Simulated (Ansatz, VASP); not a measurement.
HfZrSe4 in VASP and in Ansatz

```
Zr Hf Se
1.0
     3.79287    0.00000    0.00000
    -1.89644    3.28472    0.00000
     0.00000    0.00000   13.67055
Zr Hf Se
1 1 4
Direct
  0.00000 0.00000 0.00000
  0.00000 0.00000 0.50000
  0.33333 0.66667 0.88414
  0.33333 0.66667 0.38546
  0.66667 0.33333 0.61454
  0.66667 0.33333 0.11586
```

Change from the starting cell: species swapped into the ZrTaTe4 type (P-3m1, No. 164).

Alike in both runs: functional PBE; k mesh 6 × 6 × 2; occupations gaussian, width 0.1 eV; no spin polarisation.

Ansatz relaxed the structure, and its values are those at the end. VASP's run is a single point on that final structure, the one shown.

|  | VASP | Ansatz |
| --- | --- | --- |
| version | VASP 6.6.1 | Ansatz 0.2.0 |
| potentials or method | VASP PAW PBE potentials, release 64 (Zr_sv, Hf_pv, Se) | scalar-relativistic, plane waves, PAW |
| plane-wave cutoff (eV) | 520 | 420 |
| valence electrons in the cell | 46 | 102 |

VASP gave:

```
gap on the k mesh at the Fermi level (eV) : 0.44
least direct gap on the mesh (eV)         : 1.10
pressure (GPa)                            : -0.1
rms of the force components (eV/Å)        : 0.016
```

What did Ansatz give for the same quantities?

gap on the k mesh at the Fermi level (eV): 0.44; least direct gap on the mesh (eV): 1.10; pressure (GPa): 0.0; rms of the force components (eV/Å): 0.000.

The functional is the same, so the differences come from potentials, cutoffs and numerics. The two sets of potentials don't hold the same shells in valence.

Caveats: spin-orbit coupling is left out, which moves the levels of the heavy elements; this functional lacks dispersion, which binds the layers, so the pressure and a relaxed spacing across them are unreliable.
